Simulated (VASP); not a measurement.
All values below come from PBE GGA, VASP's PBE PAW potentials (set 64) (plane waves; VASP).

A VASP calculation is set up with these files.

**KPOINTS**
```
Automatic mesh
0
Gamma
8 8 8
0 0 0
```

### POSCAR
```
Pt3Ti
1.0
  3.9202773967   0.0000000000   0.0000000000
  0.0000000000   3.9202773967   0.0000000000
  0.0000000000   0.0000000000   3.9202773967
Ti Pt
1 3
Cartesian
  0.0000000000   0.0000000000   0.0000000000
  0.0000000000   1.9601386983   1.9601386983
  1.9601386983   0.0000000000   1.9601386983
  1.9601386983   1.9601386983   0.0000000000
```

INCAR:
```
ALGO = Normal
EDIFF = 1E-6
EDIFFG = -0.02
ENCUT = 500
GGA = PE
IBRION = 2
ISIF = 3
ISMEAR = 1
LASPH = .TRUE.
LCHARG = .FALSE.
LMAXMIX = 6
LREAL = .FALSE.
LWAVE = .FALSE.
NELM = 100
NSW = 40
PREC = Accurate
PSTRESS = 50
SIGMA = 0.1
SYSTEM = Pt3Ti
```

POTCAR, in this order: Ti_sv Pt (PBE.64 set). Program: vasp_std.

Output

### OUTCAR
```
 ion  position               nearest neighbor table
   1  0.000  0.000  0.000-   2 2.77   3 2.77   4 2.77   2 2.77   3 2.77   2 2.77   4 2.77   2 2.77
                             3 2.77   4 2.77   3 2.77   4 2.77
   2  0.000  0.500  0.500-   1 2.77   3 2.77   4 2.77   1 2.77   4 2.77   1 2.77   3 2.77   1 2.77
                             3 2.77   4 2.77   4 2.77   3 2.77
   3  0.500  0.000  0.500-   1 2.77   2 2.77   4 2.77   1 2.77   4 2.77   2 2.77   4 2.77   4 2.77
                             1 2.77   2 2.77   1 2.77   2 2.77
   4  0.500  0.500  0.000-   1 2.77   2 2.77   3 2.77   2 2.77   3 2.77   1 2.77   3 2.77   3 2.77
                             1 2.77   2 2.77   2 2.77   1 2.77
  LATTYP: Found a simple cubic cell.
 ALAT       =     3.9202773967
 Subroutine PRICEL returns:
 Original cell was already a primitive cell.
 Subroutine GETGRP returns: Found 48 space group operations
The static configuration has the point symmetry O_h .
The dynamic configuration has the point symmetry O_h .
 Subroutine INISYM returns: Found 48 space group operations
 Subroutine IBZKPT returns following result:
 Found     35 irreducible k-points:

 Following reciprocal coordinates:
            Coordinates               Weight
  0.000000  0.000000  0.000000      1.000000
  0.125000  0.000000  0.000000      6.000000
  0.250000  0.000000  0.000000      6.000000
  0.375000  0.000000  0.000000      6.000000
  0.500000  0.000000  0.000000      3.000000
  0.125000  0.125000  0.000000     12.000000
  0.250000  0.125000  0.000000     24.000000
  0.375000  0.125000  0.000000     24.000000
  0.500000  0.125000  0.000000     12.000000
  0.250000  0.250000  0.000000     12.000000
  0.375000  0.250000  0.000000     24.000000
  0.500000  0.250000  0.000000     12.000000
  0.375000  0.375000  0.000000     12.000000
  0.500000  0.375000  0.000000     12.000000
  0.500000  0.500000  0.000000      3.000000
  0.125000  0.125000  0.125000      8.000000
  0.250000  0.125000  0.125000     24.000000
  0.375000  0.125000  0.125000     24.000000
...
```

File OSZICAR:
```
       N       E                     dE             d eps       ncg     rms          rms(c)
DAV:   1     0.376554632181E+03    0.37655E+03   -0.20754E+04  1750   0.176E+03
DAV:   2     0.156807998944E+01   -0.37499E+03   -0.36749E+03  1881   0.446E+02
DAV:   3    -0.315568350244E+02   -0.33125E+02   -0.31658E+02  2642   0.111E+02
DAV:   4    -0.326469940844E+02   -0.10902E+01   -0.10869E+01  2059   0.212E+01
DAV:   5    -0.326768643083E+02   -0.29870E-01   -0.29840E-01  2606   0.343E+00    0.217E+01
DAV:   6    -0.309573227851E+02    0.17195E+01   -0.23011E+01  2493   0.332E+01    0.143E+01
DAV:   7    -0.304334579083E+02    0.52386E+00   -0.30753E+01  2456   0.332E+01    0.103E+01
DAV:   8    -0.296781778348E+02    0.75528E+00   -0.16257E+00  2394   0.101E+01    0.450E+00
DAV:   9    -0.295751609572E+02    0.10302E+00   -0.18765E+00  2591   0.745E+00    0.210E+00
DAV:  10    -0.295311550660E+02    0.44006E-01   -0.26940E-01  2470   0.367E+00    0.350E-01
DAV:  11    -0.295326627018E+02   -0.15076E-02   -0.38064E-03  2322   0.514E-01    0.441E-01
DAV:  12    -0.295309965575E+02    0.16661E-02   -0.12804E-02  2531   0.657E-01    0.930E-02
DAV:  13    -0.295309689094E+02    0.27648E-04   -0.18404E-04  2053   0.970E-02    0.505E-02
DAV:  14    -0.295309768416E+02   -0.79323E-05   -0.51245E-05  2291   0.561E-02    0.539E-02
DAV:  15    -0.295309548143E+02    0.22027E-04   -0.10867E-04  2576   0.681E-02    0.868E-03
DAV:  16    -0.295309552270E+02   -0.41264E-06   -0.21363E-06  1554   0.956E-03
   1 F= -.27650730E+02 E0= -.27650530E+02  d E =-.276507E+02
```

**OUTCAR**
```
------------------------ aborting loop because EDIFF is reached ----------------------------------------
  FORCE on cell =-STRESS in cart. coord.  units (eV):
  Direction    XX          YY          ZZ          XY          YZ          ZX
  --------------------------------------------------------------------------------------
  Total        1.8365632      1.8365632      1.8365632      0.0000000      0.0000000      0.0000000
  in kB       48.8389217     48.8389217     48.8389217      0.0000000      0.0000000      0.0000000
  external PRESSURE =      -1.1610783 kB  Pullay stress =      50.0000000 kB
  volume of cell :       60.25
      direct lattice vectors                 reciprocal lattice vectors
     3.920277397  0.000000000  0.000000000     0.255083990  0.000000000  0.000000000
     0.000000000  3.920277397  0.000000000     0.000000000  0.255083990  0.000000000
     0.000000000  0.000000000  3.920277397     0.000000000  0.000000000  0.255083990
 POSITION                                       TOTAL-FORCE (eV/Angst)
 -----------------------------------------------------------------------------------
      0.00000      0.00000      0.00000         0.000000      0.000000      0.000000
      0.00000      1.96014      1.96014         0.000000      0.000000      0.000000
      1.96014      0.00000      1.96014         0.000000      0.000000      0.000000
      1.96014      1.96014      0.00000         0.000000      0.000000      0.000000
 -----------------------------------------------------------------------------------
    total drift:                                0.000000      0.000000     -0.000000
  FREE ENERGIE OF THE ION-ELECTRON SYSTEM (eV)
  ---------------------------------------------------
  free  energy   TOTEN  =       -29.5309552270 eV

  energy  without entropy=      -29.5303531234  energy(sigma->0) =      -29.53075453
  enthalpy is  TOTEN    =       -27.6507302499 eV   P V=        1.8802249771

 reached required accuracy - stopping structural energy minimisation
```
(Selected blocks of OUTCAR.)

The compound is Pt3Ti in the L1_2 structure. It was relaxed first under an external pressure of 5 GPa.
